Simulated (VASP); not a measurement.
Energy against volume of HfO2 (fluorite). These are PBE GGA with D3 dispersion (zero damping), VASP's PBE PAW potentials (set 64) (plane waves; VASP) values and carry that method's errors.

| V (Å³/atom) | E (eV/atom) |
|---|---|
| 10.087 | -10.23215 |
| 10.409 | -10.25920 |
| 10.731 | -10.26788 |
| 11.053 | -10.26091 |
| 11.375 | -10.24061 |

Q: Fit a third-order Birch-Murnaghan equation of state.

A: 
The volume per atom is 10.74 Å^3/atom, the bulk modulus is 258 GPa and the pressure derivative of the bulk modulus comes out as 4.35. The lattice constant a is 505.1 pm.

The compound is HfO2 in the fluorite structure, the high-temperature cubic form, which is unstable at 0 K; the monoclinic form is the stable one. It was relaxed first.
